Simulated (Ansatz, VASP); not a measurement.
One calculation of SnRuC2, two programs

```
Sn Ru C
1.0
     2.96407    0.00000    0.00000
    -1.48204    2.56696    0.00000
     0.00000    0.00000   13.26578
Sn Ru C
2 2 4
Direct
  0.00000 0.00000 0.50000
  0.00000 0.00000 0.00000
  0.33333 0.66667 0.75000
  0.66667 0.33333 0.25000
  0.33333 0.66667 0.41400
  0.66667 0.33333 0.91400
  0.66667 0.33333 0.58600
  0.33333 0.66667 0.08600
```

Alike in both runs: task single point; functional PBE; k mesh 6 × 6 × 2; occupations gaussian, width 0.1 eV; no spin polarisation.

|  | VASP | Ansatz |
| --- | --- | --- |
| version | VASP 6.6.1 | Ansatz 0.2.0 |
| potentials or method | VASP PAW PBE potentials, release 64 (Sn_d, Ru_pv, C) | scalar-relativistic, plane waves, PAW |
| plane-wave cutoff (eV) | 520 | 420 |
| valence electrons in the cell | 72 | 76 |

Ansatz gave:

| Item | Value |
| --- | --- |
| gap on the k mesh at the Fermi level (eV) | none |
| pressure (GPa) | 23.7 |
| largest component of the traceless stress (GPa) | 32.23 |
| rms of the force components (eV/Å) | 2.588 |

Q: Which values does VASP return?

A: gap on the k mesh at the Fermi level (eV): none; pressure (GPa): 23.6; largest component of the traceless stress (GPa): 32.23; rms of the force components (eV/Å): 2.581.

Atom by atom the forces differ by 0.007 eV/Å (rms over components). A gap of «none» marks a metal or a gap that the smearing closes. The two sets of potentials don't hold the same shells in valence.

Caveats: the k mesh is coarse (spacing up to 0.41 Å⁻¹), so the values aren't converged; so large a pressure means that the cell lies far from this level's equilibrium, or that cutoff or potentials fall short (VASP); forces of over 1 eV/Å show positions far from the minimum, so gaps and moduli don't describe the material at rest.
